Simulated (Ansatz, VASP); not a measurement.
# SiCCl2 (Cl-SiC-Cl chair bilayer, AA): VASP beside Ansatz

Aim: how closely do two programs agree when they are given the same cell, functional and k mesh? The structure shown is the start of the Ansatz relaxation below; VASP solves that cell, so the two are compared at the walk's first step.

Program: Ansatz 0.2.0. Level of theory: plane waves, with VASP 6.6.1 beside it; single point at PBE with D3(BJ). Results are calculated unless marked as measured.

## Step 1: Set-up

The cell holds 8 atoms: 4 Cl, 2 C and 2 Si. Cell: a = 3.086 Å, b = 3.085 Å, c = 55.367 Å, α = 90.0°, β = 90.0°, γ = 120.0°. Vacuum lies along c.

## Step 2: Ansatz: relaxation, PBE with D3(BJ)

Ansatz runs on its default PAW (the set named soft_2) files.

The two programs are compared at the cell with which this relaxation starts, whose forces are those of its first step.

The input, input.yaml:

```yaml
crystal:
  lattice:
    - [3.0855, 0.0, 0.0]
    - [-1.54275, 2.6721213834, 0.0]
    - [0.0, 0.0, 55.3666666689]
  atoms:
    - { symbol: Cl, position: [0.6666666667, 0.3333333333, 0.3901264298] }
    - { symbol: C, position: [0.6666666667, 0.3333333333, 0.4222757375] }
    - { symbol: Si, position: [0.3333333333, 0.6666666667, 0.4335340156] }
    - { symbol: Cl, position: [0.3333333333, 0.6666666667, 0.4720048164] }
    - { symbol: Cl, position: [0.6666666667, 0.3333333333, 0.5279951836] }
    - { symbol: C, position: [0.6666666667, 0.3333333333, 0.5601444913] }
    - { symbol: Si, position: [0.3333333333, 0.6666666667, 0.5714027694] }
    - { symbol: Cl, position: [0.3333333333, 0.6666666667, 0.6098735702] }
  periodic: [true, true, false]
kpoints:
  mp_grid: { grid: [12, 12, 1] }
hamiltonian:
  xc: pbe
  dispersion: d3bj
scf:
  occupations: { method: fermi_dirac, width: 0.05 }
  convergence: { dr2_threshold: 1.0e-09 }
relax:
  f_tol: 0.004
  max_steps: 90
  cell: {}
output:
  write_potential: true
  write_density: true
  volumetric_format: npy
```

Launch:

```bash
ansatz run input.yaml --threads 2 --pin off --max-ram 3072MiB --backend cpu --events-out ev --progress --plain --runs-dir out
```

Numbers of over 12 decimals in the logs are rounded to 6 here.

Output:

```text
Warning: relax.cell: scf.convergence.dr2_threshold = 1e-9 eV is looser than the 1.62813047549e-10 eV advised for a relaxation that steers and ends on the stress (1e-10 eV for each atom of the cell: 8, times the square of relax.cell.stress_2d_tol = 0.05 N/m over 22.2 Å (the atoms' height at the walk's start and 5 Å past either face), 2.256e-2 GPa, over a crystal's default 0.05). What an SCF threshold leaves in a stress goes as its square root, and in the free energy as the threshold itself, and one threshold admits the most on a small cell: [figures from the program's tests cut] Set scf.convergence.dr2_threshold to 1.62813047549e-10 eV or tighter. [rest of the remark cut]
Engine: ansatz 0.2.0, x86_64-unknown-linux-gnu
Pseudopotentials: kind: paw
Pseudopotential: Cl, paw, valence charge 7, recommended cutoff 420 eV (normal), Cl.paw.azcp
Pseudopotential: C, paw, valence charge 4, recommended cutoff 420 eV (normal), C.paw.azcp
Pseudopotential: Si, paw, valence charge 4, recommended cutoff 420 eV (normal), Si.paw.azcp
Functional definition: PBE
  parameter kappa = 0.804
  parameter beta = 0.066725
  exchange = pbe_x(kappa = kappa, mu = beta*pi^2/3)
  correlation = pbe_c(beta = beta)
Crystal: 8 atoms, lattice volume = 456.489 Å³
Basis set: ecut = 420 eV, 8897 PW (Γ), exchange–correlation on 48×48×750 points (8 copies of the dense FFT grid, shifted against one another)
Bands: 30, of which v1, the nominal top of the filled ones, is band 22 counted from 1 (21 counted from 0)
Symmetry: 6 space group operations
Space group: P3m1 (ITA 156), of the structure as read, at distance tolerance 7.7e-5 Å
k-points: 19 of 144 (time reversal used)
Non-local potential: Cl, projectors of the file, l = 0: 2, l = 1: 2, l = 2: 2
Non-local potential: C, projectors of the file, l = 0: 2, l = 1: 2, l = 2: 1
Non-local potential: Si, projectors of the file, l = 0: 2, l = 1: 2, l = 2: 2
PAW form: soft (Blöchl's): semilocal exchange-correlation on the pseudo side does not see the compensation charge
PAW one-centre angular grid: Cl, 110 points (default); XC on 64 Gauss nodes
PAW one-centre angular grid: C, 110 points (default); XC on 64 Gauss nodes
PAW one-centre angular grid: Si, 110 points (default); XC on 64 Gauss nodes
Initial density: superposition of atomic densities (neutral atoms: chi_scale 0, normalization atom), corrected by the library's trained network
Initial wavefunctions: pseudopotential atomic-orbital guess
Functional: x = pbe(κ = 0.804, μ = 0.219515), c = pbe(β = 0.066725)
SCF iter   1: F=—  HF=-6094.487389 eV  |F-HF|=—  |Δ(HF+E_count)|=         —  Δρ=2.31e-3  dr2=1.01e-1  ethr=1.77e-3  ⟨swp⟩=16.6  Hψ=5291  notcnv=0  defer=9
preconditioner: auto → Resta (q_TF=auto, 1.847 Å⁻¹)  ε∞=2.0  [insulator: Δε(μ)=1.295 eV  Ē_g=11.633 eV  σ=0.050 eV  W_gap=1.00  n_scr=32 (ndim 8)  ℏωp=11.5 eV  f_vac=0.713  D(μ)=0.00/eV (n_scr^D=0)  ε∞_Penn≈2.0  vacuum switching on, ρ_ref=9.8e-3 e/Å³]
SCF iter   2: F=—  HF=-6094.471783 eV  |F-HF|=—  |Δ(HF+E_count)|=   1.56e-2  Δρ=1.70e-3  dr2=5.07e-2  ethr=2.29e-4  ⟨swp⟩=4.9  Hψ=1481  notcnv=0  defer=43
SCF iter   3: F=—  HF=-6094.465558 eV  |F-HF|=—  |Δ(HF+E_count)|=   6.22e-3  Δρ=7.82e-4  dr2=7.25e-3  ethr=1.15e-4  ⟨swp⟩=3.3  Hψ=909  notcnv=0  defer=43
SCF iter   4: F=—  HF=-6094.464923 eV  |F-HF|=—  |Δ(HF+E_count)|=   6.35e-4  Δρ=3.19e-4  dr2=1.28e-3  ethr=1.65e-5  ⟨swp⟩=2.8  Hψ=1255  notcnv=0  defer=41
SCF iter   5: F=—  HF=-6094.464822 eV  |F-HF|=—  |Δ(HF+E_count)|=   1.01e-4  Δρ=1.17e-4  dr2=1.31e-4  ethr=2.92e-6  ⟨swp⟩=2.8  Hψ=993  notcnv=0  defer=41
SCF iter   6: F=—  HF=-6094.464823 eV  |F-HF|=—  |Δ(HF+E_count)|=   1.58e-6  Δρ=4.90e-5  dr2=1.12e-5  ethr=2.98e-7  ⟨swp⟩=3.1  Hψ=1175  notcnv=0  defer=41
SCF iter   7: F=—  HF=-6094.464744 eV  |F-HF|=—  |Δ(HF+E_count)|=   7.94e-5  Δρ=1.76e-5  dr2=1.31e-6  ethr=2.55e-8  ⟨swp⟩=2.9  Hψ=1147  notcnv=0  defer=41
SCF iter   8: F=—  HF=-6094.464711 eV  |F-HF|=—  |Δ(HF+E_count)|=   3.31e-5  Δρ=5.22e-6  dr2=3.30e-7  ethr=2.97e-9  ⟨swp⟩=2.9  Hψ=1082  notcnv=0  defer=42
SCF iter   9: F=—  HF=-6094.464711 eV  |F-HF|=—  |Δ(HF+E_count)|=   1.63e-7  Δρ=2.47e-6  dr2=1.29e-7  ethr=7.50e-10  ⟨swp⟩=3.2  Hψ=966  notcnv=0  defer=42
SCF iter  10: F=—  HF=-6094.464711 eV  |F-HF|=—  |Δ(HF+E_count)|=   7.80e-9  Δρ=9.16e-7  dr2=5.84e-9  ethr=2.94e-10  ⟨swp⟩=2.3  Hψ=719  notcnv=0  defer=42
[...]
Crystal: 8 atoms, lattice volume = 505.880 Å³
[...]
preconditioner: auto → Resta (q_TF=auto, 1.816 Å⁻¹)  ε∞=1.9  [insulator: Δε(μ)=2.026 eV  Ē_g=11.500 eV  σ=0.050 eV  W_gap=1.00  n_scr=32 (ndim 8)  ℏωp=11.0 eV  f_vac=0.721  D(μ)=0.00/eV (n_scr^D=0)  ε∞_Penn≈1.9  vacuum switching on, ρ_ref=9.6e-3 e/Å³]
[...]
SCF 9 converged in 6 iterations: F = -6095.252847 eV  dr2 = 5.61e-10
relax step   9: F+E_penalty+E_count = -6095.25284691 eV  Δ(F+E_penalty+E_count) = +8.075e-6 eV  max|allowed force component| = 9.823e-5 eV/Å  Δτ_max = 0.0006 Å  P = +0.000 N/m  Ω = 505.880 Å³  energy of the carried Pulay correction = -1.322e-4 eV  fix = [c, alpha, beta]  reactions: c +0.000 N/m  (6 SCF iters, accepted)
[...]
eigensolver tolerance schedule: the retry pair's looser diagonalisation over-reported the residual by 6430.30 of it (diagonalisation noise at an unbounded share of the residual, at the tolerance the schedule requests for it); recorded, not acted on — ethr = c·dr2/N_el stays at c = 1.0e-1
preconditioner: auto → Resta (q_TF=auto, 1.816 Å⁻¹)  ε∞=1.9  [insulator: Δε(μ)=2.027 eV  Ē_g=11.499 eV  σ=0.050 eV  W_gap=1.00  n_scr=32 (ndim 8)  ℏωp=11.0 eV  f_vac=0.721  D(μ)=0.00/eV (n_scr^D=0)  ε∞_Penn≈1.9  vacuum switching on, ρ_ref=9.6e-3 e/Å³]
SCF iter   2: F=—  HF=-6095.252962 eV  |F-HF|=—  |Δ(HF+E_count)|=   2.84e-4  Δρ=4.38e-6  dr2=1.63e-7  ethr=3.25e-10  ⟨swp⟩=5.4  Hψ=2172  notcnv=0
SCF iter   3: F=—  HF=-6095.252967 eV  |F-HF|=—  |Δ(HF+E_count)|=   5.62e-6  Δρ=2.64e-6  dr2=2.87e-8  ethr=3.25e-10  ⟨swp⟩=2.1  Hψ=677  notcnv=0
SCF iter   4: F=—  HF=-6095.252973 eV  |F-HF|=—  |Δ(HF+E_count)|=   5.46e-6  Δρ=1.52e-6  dr2=7.59e-9  ethr=6.51e-11  ⟨swp⟩=2.5  Hψ=986  notcnv=0
SCF iter   5: F=—  HF=-6095.252978 eV  |F-HF|=—  |Δ(HF+E_count)|=   4.94e-6  Δρ=8.33e-7  dr2=5.15e-9  ethr=1.72e-11  ⟨swp⟩=2.8  Hψ=1018  notcnv=0
iter 6 met the thresholds in force, and the SCF goes on: an eigenvalue changes by 1.36 meV, over its tolerance of 1.10 meV (output.eigenvalues, Limitations)
SCF iter   6: F=-6095.252979 eV  HF=-6095.252979 eV  |F-HF|=1.55e-7  |Δ(HF+E_count)|=   9.38e-7  Δρ=3.33e-7  dr2=8.08e-10  ethr=2.27e-12  ⟨swp⟩=16.1  Hψ=5485  notcnv=0
iter 7 met the thresholds in force, and the SCF goes on: an eigenvalue changes by 1.49 meV, over its tolerance of 1.05 meV (output.eigenvalues, Limitations)
SCF iter   7: F=-6095.252979 eV  HF=-6095.252979 eV  |F-HF|=5.21e-9  |Δ(HF+E_count)|=   1.50e-7  Δρ=1.42e-7  dr2=1.22e-10  ethr=1.84e-12  ⟨swp⟩=9.2  Hψ=4155  notcnv=0
Mixer restart at iter 7: flushing history
SCF iter   8: F=-6095.252979 eV  HF=-6095.252979 eV  |F-HF|=8.24e-10  |Δ(HF+E_count)|=   5.60e-9  Δρ=2.07e-7  dr2=8.44e-10  ethr=1.00e-12  ⟨swp⟩=7.7  Hψ=4073  notcnv=0
SCF 10 converged in 8 iterations: F = -6095.252979 eV  dr2 = 8.44e-10
relax step  10: F+E_penalty+E_count = -6095.25297869 eV  Δ(F+E_penalty+E_count) = -1.318e-4 eV  max|allowed force component| = 1.054e-4 eV/Å  Δτ_max = 0.0000 Å  P = +0.001 N/m  Ω = 505.880 Å³  fix = [c, alpha, beta]  reactions: c +0.000 N/m  stress off target by 1.01e-3 N/m on what of the cell is left free  SCF on the basis re-selected at this cell (its energy is not comparable with the rows above)  (8 SCF iters)
basis re-selected at this cell: Δ(F+E_penalty+E_count) = -1.318e-4 eV, ΔP = +0.001 N/m vs the last step (what re-selecting the basis moved, of the pressure what is left beyond the Pulay correction that the steps carried, after the strain that the cell walked since its last selection, with what the two solves' SCF thresholds leave and, on support functions, any second-order correction that the steps lacked; it is no m [...]
SCF converged after 8 iterations
an eigenvalue changed by more than its tolerance at an iteration that met the thresholds in force, so the SCF went on 2 times, its first undamped step at iteration 7: the last check found none over its tolerance
Free energy (F): -6095.252979 eV
Harris-Foulkes:  -6095.252979 eV  (|F-HF|=8.24e-10)
Internal energy: -6095.252979 eV  (E = F + TS)
E sigma→0 (E₀):  -6095.252979 eV
Fermi energy:    -4.395611 eV
--- Per-component energies (eV) ---
  E_band       = -540.375691
  E_kinetic    = 908.190329
  E_local      = -175019.992298  (includes V_loc(G=0)·N_el)
  E_nonlocal   = 216.713037
  E_hartree    = 87030.401894
  E_xc         = -635.797662
  E_vxc        = -701.979906  (∫ρ·V_xc dr)
  E_paw        = -3859.785352  (= ΣΔE_a)
  E_vpaw       = -4.113397  (= ΣTr[D̂ρ^β])
  E_aug_tail   = 0.000385  (compensation charges beyond the density's cutoff)
  E_ewald      = 85266.684815
  E_disp       = -1.668126  (pairwise vdW)
  E_smearing   = -0.000000  (= −TS)
  E_closure    = 0.000000  (closes the sum)
  Σ components = -6095.252979   (vs F -6095.252979, Δ=0.00e0)
--- Forces (eV/Å), atoms counted from 1 ---
  atom   1  Cl    -0.00000000    -0.00000000     0.00003466
  atom   2  C      0.00000000     0.00000000     0.00005147
  atom   3  Si    -0.00000000    -0.00000000    -0.00010365
  atom   4  Cl     0.00000000     0.00000000     0.00009530
  atom   5  Cl    -0.00000000    -0.00000000    -0.00002211
  atom   6  C      0.00000000     0.00000000     0.00003698
  atom   7  Si    -0.00000000    -0.00000000    -0.00004598
  atom   8  Cl     0.00000000     0.00000000    -0.00003253
  max |Σ_I F_I| component: 1.41e-5 eV/Å
--- 2D stress c σ (N/m, compression-positive) ---
        0.001013       0.000000      -0.000000
        0.000000       0.001013       0.000000
       -0.000000       0.000000       0.000000
  P = ½ c Tr σ = 0.0010 N/m
--- Band table (eV; the first three rows and the last of 19) ---
  k-point 0: bands = [... 18 lower, -5.6087, -5.6087, -5.4374, -5.4374, -3.4107, -3.0863, -2.4270, -2.0395 (-2.0395°), ... 4 higher]
  k-point 1: bands = [... 18 lower, -5.9252, -5.7544, -5.6730, -5.5000, -3.2147, -2.8288, -2.1151, -1.8283 (-1.8283°), ... 4 higher]
  k-point 2: bands = [... 18 lower, -6.6776, -6.5046, -5.8387, -5.6615, -2.9053, -2.5420, -1.7495, -1.5220 (-1.5220°), ... 4 higher]
  k-point 18: bands = [... 18 lower, -8.2681, -8.1484, -7.9592, -7.9048, -1.7576, -1.3749, -0.6520, -0.3221, ... 4 higher]
  ° read free of the cell's end (the report's vacuum.weakly_bound_levels)
--- Relaxed structure (8 steps of the walk, 8 accepted, 2 SCFs on fresh bases) ---
  F+E_penalty+E_count = -6095.25297869 eV   max|allowed force component| = 1.054e-4 eV/Å   (the final SCF, on the basis selected at the relaxed cell)
  cell:  # Å, volume = 505.8797 Å³
    - [3.248135, 0.0, 0]
    - [-1.624068, 2.812968, 0]
    - [0, 0, 55.3666666689]
  atoms:
    - { symbol: Cl, position: [0.666667, 0.333333, 0.392446] }
    - { symbol: C, position: [0.666667, 0.333333, 0.425512] }
    - { symbol: Si, position: [0.333333, 0.666667, 0.435402] }
    - { symbol: Cl, position: [0.333333, 0.666667, 0.472262] }
    - { symbol: Cl, position: [0.666667, 0.333333, 0.526478] }
    - { symbol: C, position: [0.666667, 0.333333, 0.559543] }
    - { symbol: Si, position: [0.333333, 0.666667, 0.569427] }
    - { symbol: Cl, position: [0.333333, 0.666667, 0.606287] }
```

The column dr2 measures how far the density is from self-consistency, as an energy; F and HF (Harris–Foulkes) agree once it is small.

(Part 1 of 2 ends here.)

[Lines on the potential files, build, host, timing and source positions are cut from VASP's logs without a mark.]

[Logs are printed without paths, hosts, clocks, repeated set-up lines and the standing remarks that a program may print on its own settings, such as how far it seeks lower states.]

[Hosts, paths, dates, database ids (printed as entryN), source tags and the programs' standing remarks are cut or masked in the printed files.]
